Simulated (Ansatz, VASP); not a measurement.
# NiS2: VASP beside Ansatz, part 2 of 2

Wanted: the spread between two codes on one cell, functional and k mesh. The structure shown is the end of the VASP relaxation below.

VASP 6.6.1 and Ansatz 0.2.0.

So far: The starting structure; VASP: relaxation, PBEsol.

### 3. Ansatz: single point, PBEsol

Level of this step: Ansatz beside VASP: Kohn-Sham DFT, plane waves, PBEsol (Ansatz).

Ansatz runs on its default PAW (the set named soft_2) files.

The same cell, functional, mesh and smearing now go to Ansatz, which takes its cutoff from its data sets.

File input.yaml:

```yaml
crystal:
  lattice:
    - [3.51625811, 0.0, 0.0]
    - [-1.75812905, 3.04516885, 0.0]
    - [0.0, 0.0, 17.1434411]
  atoms:
    - { symbol: S, position: [0.66666667, 0.33333333, 0.56091752] }
    - { symbol: S, position: [0.66666667, 0.33333333, 0.43908248] }
    - { symbol: Ni, position: [0.33333333, 0.66666667, 0.5], spin: 1.0 }
hamiltonian:
  xc: pbesol
  pseudopotentials: { kind: paw }
magnetization:
  spin_polarized: true
kpoints:
  mp_grid: { grid: [9, 9, 1] }
scf:
  occupations: { method: gaussian, width: 0.05 }
  n_extra_bands: 6
efield:
  axis: 3
  dipole_correction: true
  ramp_width: 0.04
output:
  forces: true
  eigenvalues: true
```

On the command line:

```bash
ansatz run input.yaml --threads 2 --pin off --max-ram 4608MiB --backend cpu --events-out ev --progress --plain --runs-dir out
```

Numbers of over 12 decimals in the logs are rounded to 6 here.

The log of the run:

```text
scf.n_extra_bands = 6 over 15 filled bands (N_el = 30.0): the run solves 21 bands
Engine: ansatz 0.2.0, aarch64-unknown-linux-gnu
Pseudopotentials: kind: paw
Pseudopotential: S, paw, valence charge 6, recommended cutoff 420 eV (normal), S.paw.azcp
Pseudopotential: Ni, paw, valence charge 18, recommended cutoff 420 eV (normal), Ni.paw.azcp
Functional definition: PBEsol
  exchange = pbesol_x
  correlation = pbesol_c
Crystal: 3 atoms, lattice volume = 183.565 Å³
Basis set: ecut = 420 eV, 3567 PW (Γ), exchange–correlation on 48×48×240 points (8 copies of the dense FFT grid, shifted against one another)
Bands: 21, of which v1, the nominal top of the filled ones, is band 15 counted from 1 (14 counted from 0)
Symmetry: 6 space group operations
k-points: 12 of 81 (time reversal used)
Non-local potential: S, projectors of the file, l = 0: 2, l = 1: 2, l = 2: 2
Non-local potential: Ni, projectors of the file, l = 0: 3, l = 1: 2, l = 2: 3, l = 3: 1
PAW form: soft (Blöchl's): semilocal exchange-correlation on the pseudo side does not see the compensation charge
PAW frozen core: S, regenerated for the run's functional, and the local potential with it (the file was generated under x = pbe(κ = 0.804, μ = 0.219515), c = pbe(β = 0.066725))
PAW frozen core: Ni, regenerated for the run's functional, and the local potential with it (the file was generated under x = pbe(κ = 0.804, μ = 0.219515), c = pbe(β = 0.066725))
PAW one-centre angular grid: S, 110 points (default); XC on 64 Gauss nodes
PAW one-centre angular grid: Ni, 590 points (default); XC on 64 Gauss nodes
Initial density: superposition of atomic densities (neutral atoms: chi_scale 0, normalization atom)
Starting moments: Σ|m| = 1 μB on 1 of 3 sites
Initial wavefunctions: pseudopotential atomic-orbital guess
Functional: x = pbesol(κ = 0.804, μ = 0.123457), c = pbesol(β = 0.046)
SCF iter   1: F=—  HF=-7572.959822 eV  |F-HF|=—  |Δ(HF+E_count)|=         —  Δρ=3.69e-2 (↑2.98e-2 ↓3.69e-2)  dr2=9.46e-1  dr2_m=1.58e0  M=0.059 μB ∫|m|=0.148 μB  β_m=0.32  ethr=3.10e-3  p=0.000 e·Å  D=3.26e-15 V/Å  ΔV_dip=-0.00 eV  dr2_dipole=1.64e-6  V_vac-E_F(+/−)=4.93/4.93 eV  ⟨swp⟩=9.8  Hψ=3298  notcnv=0
Mixer restart at iter 1: flushing history
efield: sawtooth ramp at fractional position 0.9800 (placed from the atoms, in the widest stretch of the axis that holds none; the zero of the levels goes with the place), width 0.0400; the density the first Hamiltonian is built on has a dipole p = 0.000 e·Å; the dipole correction subtracts the counter field D = 3.26e-15 V/Å, which shifts the + side's vacuum level by -0.00 eV against the − side's; the planar-averaged density in the ramp window peaks in size at 5.7e-6 e/Å³
preconditioner: auto → none  [insulator: Δε(μ)=0.078 eV  Ē_g=9.686 eV  σ=0.050 eV  W_gap=0.65  n_scr=10 (ndim 8)  ℏωp=12.9 eV  f_vac=0.671  D(μ)=1.13/eV (n_scr^D=4)  ε∞_Penn≈2.8]
SCF iter   2: F=—  HF=-7573.846612 eV  |F-HF|=—  |Δ(HF+E_count)|=   8.87e-1  Δρ=2.40e-2 (↑2.26e-2 ↓2.40e-2)  dr2=2.19e-1  dr2_m=7.75e-1  M=0.058 μB ∫|m|=0.127 μB  β_m=0.56  ethr=3.10e-3  p=0.001 e·Å  D=5.39e-4 V/Å  ΔV_dip=-0.01 eV  dr2_dipole=1.23e-5  V_vac-E_F(+/−)=4.15/4.16 eV  ⟨swp⟩=2.5  Hψ=874  notcnv=0  defer=30
preconditioner: auto → LDOS  [metal: Δε(μ)=0.027 eV  Ē_g=9.503 eV  σ=0.050 eV  W_gap=0.29  n_scr=10 (ndim 8)  ℏωp=12.9 eV  f_vac=0.677  D(μ)=1.55/eV (n_scr^D=6)]
spin=Collinear: LDOS preconditioning applied to the charge; magnetization (m = ρ↑ − ρ↓) channel mixes plain (no charge-response kernel on spin).
density mixer auto → msr1: a metal under ldos (density of states about μ 1.27 of a free-electron gas's, 10 screened modes)
SCF iter   3: F=—  HF=-7575.001674 eV  |F-HF|=—  |Δ(HF+E_count)|=    1.16e0  Δρ=7.27e-3 (↑7.27e-3 ↓3.05e-3)  dr2=3.34e-2  dr2_m=4.09e-2  M=0.027 μB ∫|m|=0.056 μB  β_m=0.61  ethr=7.31e-4  p=-0.000 e·Å  D=-3.13e-4 V/Å  ΔV_dip=0.01 eV  dr2_dipole=1.27e-10  V_vac-E_F(+/−)=3.68/3.67 eV  ⟨swp⟩=4.2  Hψ=1067  notcnv=0  defer=35
SCF iter   4: F=—  HF=-7575.056741 eV  |F-HF|=—  |Δ(HF+E_count)|=   5.51e-2  Δρ=3.17e-3 (↑8.15e-4 ↓3.17e-3)  dr2=1.47e-2  dr2_m=3.37e-3  M=0.008 μB ∫|m|=0.023 μB  β_m=0.62  ethr=1.11e-4  p=0.000 e·Å  D=6.54e-5 V/Å  ΔV_dip=-0.00 eV  dr2_dipole=4.82e-7  V_vac-E_F(+/−)=3.64/3.64 eV  ⟨swp⟩=3.0  Hψ=1069  notcnv=0  defer=33
SCF iter   5: F=—  HF=-7575.059408 eV  |F-HF|=—  |Δ(HF+E_count)|=   2.67e-3  Δρ=8.08e-4 (↑8.08e-4 ↓6.60e-4)  dr2=8.15e-4  dr2_m=4.30e-4  M=0.004 μB ∫|m|=0.012 μB  β_m=0.75  ethr=4.90e-5  p=0.000 e·Å  D=1.49e-5 V/Å  ΔV_dip=-0.00 eV  dr2_dipole=4.82e-8  V_vac-E_F(+/−)=3.67/3.67 eV  ⟨swp⟩=2.0  Hψ=817  notcnv=0  defer=33
SCF iter   6: F=—  HF=-7575.060379 eV  |F-HF|=—  |Δ(HF+E_count)|=   9.72e-4  Δρ=2.61e-4 (↑2.08e-4 ↓2.61e-4)  dr2=2.39e-4  dr2_m=3.55e-6  M=0.001 μB ∫|m|=0.002 μB  β_m=0.65  ethr=2.72e-6  p=-0.000 e·Å  D=-4.25e-5 V/Å  ΔV_dip=0.00 eV  dr2_dipole=2.48e-8  V_vac-E_F(+/−)=3.71/3.71 eV  ⟨swp⟩=2.3  Hψ=861  notcnv=0  defer=33
SCF iter   7: F=—  HF=-7575.060348 eV  |F-HF|=—  |Δ(HF+E_count)|=   3.10e-5  Δρ=5.06e-5 (↑2.67e-5 ↓5.06e-5)  dr2=3.05e-6  dr2_m=1.82e-6  M=0.000 μB ∫|m|=0.001 μB  β_m=0.77  ethr=7.95e-7  p=0.000 e·Å  D=7.75e-7 V/Å  ΔV_dip=-0.00 eV  dr2_dipole=7.25e-13  V_vac-E_F(+/−)=3.70/3.70 eV  ⟨swp⟩=2.2  Hψ=702  notcnv=0  defer=33
SCF iter   8: F=—  HF=-7575.060366 eV  |F-HF|=—  |Δ(HF+E_count)|=   1.76e-5  Δρ=2.13e-5 (↑2.13e-5 ↓5.26e-6)  dr2=6.40e-7  dr2_m=1.42e-7  M=0.000 μB ∫|m|=0.000 μB  β_m=0.89  ethr=1.02e-8  p=-0.000 e·Å  D=-1.77e-6 V/Å  ΔV_dip=0.00 eV  dr2_dipole=3.81e-13  V_vac-E_F(+/−)=3.71/3.71 eV  ⟨swp⟩=2.2  Hψ=880  notcnv=0  defer=33
SCF iter   9: F=—  HF=-7575.060368 eV  |F-HF|=—  |Δ(HF+E_count)|=   1.71e-6  Δρ=1.32e-6 (↑1.32e-6 ↓9.69e-7)  dr2=5.00e-9  dr2_m=8.83e-10  M=0.000 μB ∫|m|=0.000 μB  β_m=0.86  ethr=2.13e-9  p=0.000 e·Å  D=3.15e-6 V/Å  ΔV_dip=-0.00 eV  dr2_dipole=6.71e-11  V_vac-E_F(+/−)=3.71/3.71 eV  ⟨swp⟩=2.4  Hψ=751  notcnv=0  defer=33
SCF iter  10: F=—  HF=-7575.060368 eV  |F-HF|=—  |Δ(HF+E_count)|=   1.21e-7  Δρ=3.99e-7 (↑3.99e-7 ↓2.76e-7)  dr2=4.96e-10  dr2_m=4.22e-11  M=0.000 μB ∫|m|=0.000 μB  β_m=0.82  ethr=1.67e-11  p=-0.000 e·Å  D=-1.81e-6 V/Å  ΔV_dip=0.00 eV  dr2_dipole=4.73e-11  V_vac-E_F(+/−)=3.71/3.71 eV  ⟨swp⟩=3.4  Hψ=1067  notcnv=0  defer=33
SCF iter  11: F=-7575.060368 eV  HF=-7575.060368 eV  |F-HF|=2.57e-10  |Δ(HF+E_count)|=   8.53e-9  Δρ=1.00e-7 (↑1.00e-7 ↓9.84e-8)  dr2=5.62e-11  dr2_m=5.12e-12  M=0.000 μB ∫|m|=0.000 μB  ethr=1.65e-12  p=0.000 e·Å  D=6.64e-7 V/Å  ΔV_dip=-0.00 eV  dr2_dipole=1.05e-11  V_vac-E_F(+/−)=3.71/3.71 eV  ⟨swp⟩=8.2  Hψ=2276  notcnv=0
SCF 1 converged in 11 iterations: F = -7575.060368 eV  dr2 = 5.62e-11
  greatest PAW one-centre occupation: 1.001 electrons in one spin orbital (limit 2), on the Ni atom at site 2 (counted from 0), in its partial waves of l = 1
WARN: the starting moments were not kept: the SCF closed with an absolute magnetisation of 3.0e-6 μB, where they sum to 1 μB in size (1 site). That is at most 0.1 of that sum. Measured as dr2_m measures the in/out step, that magnetisation stands 2.8e-12 eV from none, at or under the dr2_threshold of 1.0e-7 eV: it is no larger than a step whose dr2_m would equal this threshold. The system may hold no moment; this SCF  [...]
SCF converged after 11 iterations
Magnetization: 0.0000 μB (15.0000 up, 15.0000 down)
Absolute magnetization: 0.0000 μB (∫|ρ↑−ρ↓|, with the PAW one-centre terms)
Spin contamination: 0.0000 ħ² per cell (⟨S²⟩ above its minimum at these occupations)
Per-site moments (μB) at R_I (Å): [(1.7619434649815726e-7, 0.861577), (2.3009226943929272e-7, 0.861577), (7.620039078103752e-7, 0.941729)]
Free energy (F): -7575.060368 eV
Harris-Foulkes:  -7575.060368 eV  (|F-HF|=2.57e-10)
Internal energy: -7575.059329 eV  (E = F + TS)
E sigma→0 (E₀):  -7575.059849 eV
Entropy (-TS):   -0.001038 eV (-0.346 meV/atom)
Fermi energy:    -0.017552 eV
Dipole field:    D = -0.000004 V/Å  (p = -0.000004 e·Å, saw-weighted, corrected)
Work function:   Φ+ = 3.7054 eV   Φ− = 3.7053 eV
Levels:          The Fermi level and band energies are counted from a zero that moves with the ramp; work functions are not
--- Per-component energies (eV) ---
  E_band       = -719.344586
  E_kinetic    = 497.550586
  E_local      = -20078.219667  (includes V_loc(G=0)·N_el)
  E_nonlocal   = 699.116598
  E_hartree    = 9492.586882
  E_xc         = -275.675930
  E_vxc        = -282.690237  (∫ρ·V_xc dr)
  E_paw        = -2767.027470  (= ΣΔE_a)
  E_vpaw       = -540.276328  (= ΣTr[D̂ρ^β])
  E_aug_tail   = 0.000469  (compensation charges beyond the density's cutoff)
  E_efield     = 0.000000  (sawtooth field / dipole correction)
  E_vefield    = 0.000000  (∫n·V_field dr)
  E_ewald      = 4856.288014
  E_core_change = 0.321187  (= ΣΔE_core)
  E_smearing   = -0.001038  (= −TS)
  E_closure    = -0.000000  (closes the sum)
  Σ components = -7575.060368   (vs F -7575.060368, Δ=0.00e0)
--- Forces (eV/Å), atoms counted from 1 ---
  atom   1  S     -0.00000000    -0.00000000     0.08392421
  atom   2  S      0.00000000    -0.00000000    -0.08391832
  atom   3  Ni     0.00000000     0.00000000    -0.00000136
  max |Σ_I F_I| component: 4.53e-6 eV/Å
--- Band table (eV; the first three rows and the last of 24) ---
  k-point 0 ↑: bands = [... 11 lower, -1.8352, -0.0640, -0.0640, 0.1233, 0.1233, 0.2520, 1.8415, 3.3213, ... 2 higher]
  k-point 1 ↑: bands = [... 11 lower, -1.9100, -0.5664, -0.3506, -0.3160, 0.1939, 0.4661, 2.5528, 3.5033, ... 2 higher]
  k-point 2 ↑: bands = [... 11 lower, -2.1569, -1.2414, -1.1224, -0.8591, 0.3506, 0.9077, 3.3918, 3.9840, ... 2 higher]
  k-point 11 ↓: bands = [... 11 lower, -2.6852, -2.6201, -2.3876, -1.4762, -0.0249, 2.1381, 5.2262, 5.8245, ... 2 higher]
```

Wall time 5.8 s (2 threads of Arm Neoverse V1, shared host); peak memory 0.46 GiB.

Reading the cycles: dr2 is the Hartree energy of the density residual (eV), the measure of convergence; HF is the Harris–Foulkes estimate of the energy, which meets the free energy F at convergence.

### 4. Differences

Known differences besides the potentials themselves: the data sets hold 30 valence electrons in Ansatz (default PAW (the set named soft_2) files) and 22 in VASP; the cutoff is 420 eV in Ansatz and 300 eV in VASP (PREC = Normal); Ansatz makes its cores anew for this functional, VASP keeps those of its PBE data sets; VASP leaves aspherical gradient terms in its spheres out (LASPH is not set), Ansatz keeps them. Total energies have different zeros and are not compared.

At this near-relaxed geometry the largest component of a force difference is 84 meV/Å. VASP's last cycles still show a density residual of 4e-03, so its state may not be settled.

### 5. Other set-ups

Further runs change the set-up of one program: Ansatz's method, potentials or start, or VASP's data sets, cutoff or form of LDA. The table gives Ansatz less VASP for each quantity, since a change that brings one quantity closer may part another.

| run | r.m.s. force difference (meV/Å) |
| --- | --- |
| as above | 40 |
| cores kept as stored | 43 |
| Ansatz's larger PAW set (cutoff 1080 eV) | 42 |

### 6. VASP: band structure, PBEsol

With cell and atoms fixed, the geometry can't cause a difference; cores, projectors, grids and the points listed under the comparison can.

File INCAR:

```
SYSTEM = NiS2
PREC = Normal
ENCUT = 300
EDIFF = 1E-06
NELM = 120
ISMEAR = 0
SIGMA = 0.05
LREAL = .FALSE.
ALGO = Fast
GGA = PS
NBANDS = 25
ISPIN = 2
MAGMOM = 0 0 1
LMAXMIX = 4
LORBIT = 11
LWAVE = .FALSE.
LCHARG = .TRUE.
IDIPOL = 3
LDIPOL = .TRUE.
DIPOL = 0.5 0.5 0.5
LVHAR = .TRUE.
LVACPOTAV = .TRUE.
LELF = .TRUE.
NEDOS = 1500
```

File POSCAR:

```
NiS2
1.0
    3.5162581060      0.0000000000      0.0000000000
   -1.7581290530      3.0451688460      0.0000000000
    0.0000000000      0.0000000000     17.1434411046
S Ni
2 1
Direct
    0.6666666670      0.3333333330      0.5609175193
    0.6666666670      0.3333333330      0.4390824807
    0.3333333330      0.6666666670      0.5000000000
```

File KPOINTS:

```
Automatic mesh
0
Gamma
9 9 1
0 0 0
```

File KPOINTS_OPT:

```
Line mode
14
Line-mode
Reciprocal
  0.00000000   0.00000000   0.00000000 GAMMA
  0.50000000   0.00000000   0.00000000 M

  0.50000000   0.00000000   0.00000000 M
  0.33333333   0.33333333   0.00000000 K

  0.33333333   0.33333333   0.00000000 K
  0.00000000   0.00000000   0.00000000 GAMMA
```

Potentials, in the order of the species: S and Ni (PBE family, release 64).

On the command line:

```bash
mpirun -np 2 vasp_std
```

The log of the run:

```text
[banner, memory and clock lines left out]
running    2 mpi-ranks, on    1 nodes
[...]
[... a notice as in an earlier step ...]

 LDA part: xc-table for (Slater+PW92), standard interpolation
|                                                                             |
|           W    W    AA    RRRRR   N    N  II  N    N   GGGG   !!!           |
|           W    W   A  A   R    R  NN   N  II  NN   N  G    G  !!!           |
|           W    W  A    A  R    R  N N  N  II  N N  N  G       !!!           |
|           W WW W  AAAAAA  RRRRR   N  N N  II  N  N N  G  GGG   !            |
|           WW  WW  A    A  R   R   N   NN  II  N   NN  G    G                |
|           W    W  A    A  R    R  N    N  II  N    N   GGGG   !!!           |
|                                                                             |
|     The number of bands has been changed from the values supplied in        |
|     The orbitals not found in the WAVECAR file will be initialized with     |
|     random numbers, which is usually adequate. For correlated               |
[...]
|     workfunction values.                                                    |
|                                                                             |

   1 F= -.15199847E+02 E0= -.15199243E+02  d E =-.120812E-02  mag=    -0.0000
 Start KPOINTS_OPT (optional k-point list driver)
k-point batch [1-12\42]
       N       E                     dE             ncg
DAV:   1    -0.198023069556E+03   -0.27243E+04     1256
DAV:   2    -0.152863096802E+04   -0.13306E+04     1578
DAV:   3    -0.167308542583E+04   -0.14445E+03     1484
DAV:   4    -0.167615620835E+04   -0.30708E+01     1636
DAV:   5    -0.167622053160E+04   -0.64323E-01     1686
DAV:   6    -0.167622203202E+04   -0.15004E-02     1662
DAV:   7    -0.167622209373E+04   -0.61712E-04     1728
DAV:   8    -0.167622209472E+04   -0.98832E-06     1314
[...]
k-point batch [37-42\42]
       N       E                     dE             ncg
DAV:   1     0.261288846605E+04   -0.54079E+03      632
DAV:   2     0.196334587058E+04   -0.64954E+03      798
DAV:   3     0.189316057918E+04   -0.70185E+02      710
DAV:   4     0.189175305722E+04   -0.14075E+01      846
DAV:   5     0.189172634197E+04   -0.26715E-01      828
DAV:   6     0.189172589601E+04   -0.44596E-03      876
DAV:   7     0.189172588069E+04   -0.15315E-04      866
DAV:   8     0.189172588032E+04   -0.37180E-06      638
```

OUTCAR, selected parts (step 6):

```text
  Total       -0.9270787     -0.9270787     -0.1717993     -0.0000000      0.0000000     -0.0000000
  in kB       -8.0916495     -8.0916495     -1.4994839     -0.0000000      0.0000000     -0.0000000
  external PRESSURE =      -5.8942610 kB  Pullay stress =       0.0000000 kB

 POSITION                                       TOTAL-FORCE (eV/Angst)
 -----------------------------------------------------------------------------------
      1.75813      1.01506      9.61606         0.000000      0.000000     -0.000516
      1.75813      1.01506      7.52738        -0.000000     -0.000000      0.000516
     -0.00000      2.03011      8.57172         0.000000     -0.000000      0.000000
 -----------------------------------------------------------------------------------
    total drift:                                0.000017     -0.000010     -0.000000

  FREE ENERGIE OF THE ION-ELECTRON SYSTEM (eV)
  ---------------------------------------------------
  free  energy   TOTEN  =       -15.1998472113 eV

  energy  without entropy=      -15.1986390943  energy(sigma->0) =      -15.19924315

 magnetization (x)
# of ion       s       p       d       tot
------------------------------------------
    1        0.000   0.000   0.000   0.000
    2        0.000   0.000   0.000   0.000
    3       -0.000  -0.000   0.000   0.000
--------------------------------------------------
tot          0.000   0.000   0.000   0.000

[... 1 part as in an earlier step ...]

[... 2 further parts left out ...]
[key lines of the parts left out:]
E-fermi :  -0.8018
```

With spin, VASP writes an ELF for each channel.

### 7. Ansatz: band structure, PBEsol

The same cell, functional, mesh and smearing now go to Ansatz, which takes its cutoff from its data sets.

File input.yaml:

```yaml
crystal:
  lattice:
    - [3.516258106, 0.0, 0.0]
    - [-1.758129053, 3.045168846, 0.0]
    - [0.0, 0.0, 17.1434411046]
  atoms:
    - { symbol: S, position: [0.666666667, 0.333333333, 0.5609175193] }
    - { symbol: S, position: [0.666666667, 0.333333333, 0.4390824807] }
    - { symbol: Ni, position: [0.333333333, 0.666666667, 0.5], spin: 1.0 }
hamiltonian:
  xc: pbesol
  pseudopotentials: { kind: paw }
magnetization:
  spin_polarized: true
kpoints:
  mp_grid: { grid: [9, 9, 1] }
  band_path:
    path:
      - [0.0, 0.0, 0.0]
      - [0.03846, 0.0, 0.0]
      - [0.07692, 0.0, 0.0]
      - [0.15385, 0.0, 0.0]
      - [0.19231, 0.0, 0.0]
      - [0.26923, 0.0, 0.0]
      - [0.30769, 0.0, 0.0]
      - [0.34615, 0.0, 0.0]
      - [0.42308, 0.0, 0.0]
      - [0.46154, 0.0, 0.0]
      - [0.5, 0.0, 0.0]
      - [0.48718, 0.02564, 0.0]
      - [0.47436, 0.05128, 0.0]
      - [0.44872, 0.10256, 0.0]
      - [0.4359, 0.12821, 0.0]
      - [0.41026, 0.17949, 0.0]
      - [0.39744, 0.20513, 0.0]
      - [0.37179, 0.25641, 0.0]
      - [0.35897, 0.28205, 0.0]
      - [0.34615, 0.30769, 0.0]
      - [0.33333, 0.33333, 0.0]
      - [0.30769, 0.30769, 0.0]
      - [0.25641, 0.25641, 0.0]
      - [0.23077, 0.23077, 0.0]
      - [0.20513, 0.20513, 0.0]
      - [0.15385, 0.15385, 0.0]
      - [0.12821, 0.12821, 0.0]
      - [0.07692, 0.07692, 0.0]
      - [0.05128, 0.05128, 0.0]
      - [0.0, 0.0, 0.0]
    npoints: 1
scf:
  occupations: { method: gaussian, width: 0.05 }
  n_extra_bands: 9
efield:
  axis: 3
  dipole_correction: true
  ramp_width: 0.04
output:
  forces: true
  eigenvalues: true
  write_density: true
  write_potential: true
  elf: true
  volumetric_format: npy
```

On the command line:

```bash
ansatz run input.yaml --threads 2 --pin off --max-ram 4608MiB --backend cpu --events-out ev --progress --plain --runs-dir out
```

The log of the run:

```text
[...]
Crystal: 3 atoms, lattice volume = 183.565 Å³
Basis set: ecut = 420 eV, 3567 PW (Γ), exchange–correlation on 48×48×240 points (8 copies of the dense FFT grid, shifted against one another)
Bands: 24, of which v1, the nominal top of the filled ones, is band 15 counted from 1 (14 counted from 0)
[...]
k-point 1 ↑: bands = [... 11 lower, -1.9100, -0.5664, -0.3505, -0.3160, 0.1939, 0.4661, 2.5528, 3.5031, ... 5 higher]
  k-point 2 ↑: bands = [... 11 lower, -2.1568, -1.2413, -1.1224, -0.8590, 0.3507, 0.9077, 3.3918, 3.9839, ... 5 higher]
  k-point 11 ↓: bands = [... 11 lower, -2.6852, -2.6200, -2.3875, -1.4762, -0.0249, 2.1381, 5.2262, 5.8245, ... 5 higher]
[key lines of the parts left out:]
SCF converged after 16 iterations
Magnetization: 0.0000 μB (15.0000 up, 15.0000 down)
Free energy (F): -7575.060368 eV
Fermi energy:    -0.017521 eV
Dipole field:    D = 0.000000 V/Å  (p = 0.000000 e·Å, saw-weighted, corrected)
Work function:   Φ+ = 3.7054 eV   Φ− = 3.7054 eV
```

It took 14 s on 2 threads; peak memory 0.49 GiB; 28 s of CPU time.

### 8. Side by side

The two programs side by side:

```csv
quantity,Ansatz,VASP,difference
"work function, lower of the two faces (eV)",3.71,3.70,+0.01
"work function, higher of the two faces (eV)",3.71,3.70,+0.01
```

At this near-relaxed geometry the largest component of a force difference is 84 meV/Å. VASP's log warns that it found no field-free region in the vacuum, so its work functions are uncertain.

### 9. What the set-up changes

Further runs change the set-up of one program: Ansatz's method, potentials or start, or VASP's data sets, cutoff or form of LDA. The table gives Ansatz less VASP for each quantity, since a change that brings one quantity closer may part another.

```csv
run,r.m.s. force difference (meV/Å),"work function, lower of the two faces (eV)","work function, higher of the two faces (eV)"
as above,40,0.0066,0.0066
cores kept as stored,43,0.0057,0.0057
Ansatz's larger PAW set (cutoff 1080 eV),42,0.0081,0.0081
norm-conserving potentials (cutoff 1333 eV),16,0.014,0.014
```

### 10. Results

| Property | Result |
| --- | --- |
| r.m.s. force difference (single point, PBEsol) | 40 meV/Å |
| r.m.s. force difference (band structure, PBEsol) | 40 meV/Å |

The r.m.s. force difference is 40 meV/Å (band structure, PBEsol), beyond the 12 meV/Å picked in this series as the mark of a large difference. For single point, PBEsol, no further run moves any of the tabulated differences by more than a quarter of its size. Band structure, PBEsol, norm-conserving potentials (cutoff 1333 eV): r.m.s. force difference goes from 40 to 16 meV/Å; the difference in work function, lower of the two faces goes from 0.0066 to 0.014 eV; the difference in work function, higher of the two faces goes from 0.0066 to 0.014 eV. 1 further run of this series is not shown here. How closely two codes agree says nothing of how well the functional describes the real material.

[Lines on the potential files, build, host, timing and source positions are cut from VASP's logs without a mark.]

[Logs are printed without paths, hosts, clocks, repeated set-up lines and the standing remarks that a program may print on its own settings, such as how far it seeks lower states.]

[Hosts, paths, dates, database ids (printed as entryN), source tags and the programs' standing remarks are cut or masked in the printed files.]
